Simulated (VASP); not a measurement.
Wanted: the native input for a VASP 6.6.1 run.

- Task: single point
- Functional: LDA
- Potentials or basis: VASP PAW LDA potentials, release 64 (Ti_sv, Pd)
- Cutoff: 520 eV
- k mesh: 8 × 8 × 6
- Occupations: fermi-dirac, width 0.05 eV
- Spin: no spin polarisation
- Dipole correction: no
- Further INCAR settings: ALGO = Normal; EDIFF = 1e-06; NBANDS = 18

The structure of TiPd lies in POSCAR:

```
TiPd
1.0
    2.8608599731      0.0000000000      0.0000000000
    0.0000000000      2.8608599731      0.0000000000
    0.0000000000      0.0000000000      3.9291484459
Ti Pd
1 1
Direct
    0.0000000000      0.0000000000      0.0000000000
    0.5000000000      0.5000000000      0.5000000000
```

The cell comes from a database or a generator and needn't be the stable form of this composition.

The input as run:

INCAR

```
SYSTEM = TiPd
ALGO     = Normal         ! electronic algorithm
EDIFF    = 1E-6           ! SCF threshold, eV
ENCUT    = 520            ! plane-wave cutoff, eV
ISIF     = 2              ! what is computed and relaxed
ISMEAR   = -1             ! smearing method
LASPH    = .True.         ! aspherical terms in the spheres
LCHARG   = .False.        ! write CHGCAR
LREAL    = .False.        ! projectors in reciprocal space
LWAVE    = .False.        ! write WAVECAR
NBANDS   = 18             ! bands
NELM     = 100            ! most SCF steps
PREC     = Accurate       ! precision mode
SIGMA    = 0.05           ! smearing width, eV
```

KPOINTS

```
k-points
0
Gamma
  8 8 6
  0 0 0
```

Potentials or basis: VASP PAW LDA potentials, release 64 (Ti_sv, Pd).

Launch:

```bash
$ cat potpaw_LDA.64/Ti_sv/POTCAR potpaw_LDA.64/Pd/POTCAR > POTCAR
$ mpirun -np 1 vasp_std > vasp.out
```

Results of the run:

```yaml
Pressure: -15.2 GPa
Band_gap_on_the_k_mesh: none (metal or under the smearing width)
```

Caveat: so large a pressure means that the cell lies far from this level's equilibrium, or that cutoff or potentials fall short.

Run time: 13 s on 1 thread of Intel(R) Xeon(R) 6975P-C (Granite Rapids), with other jobs on the host, peak memory 0.15 GiB.
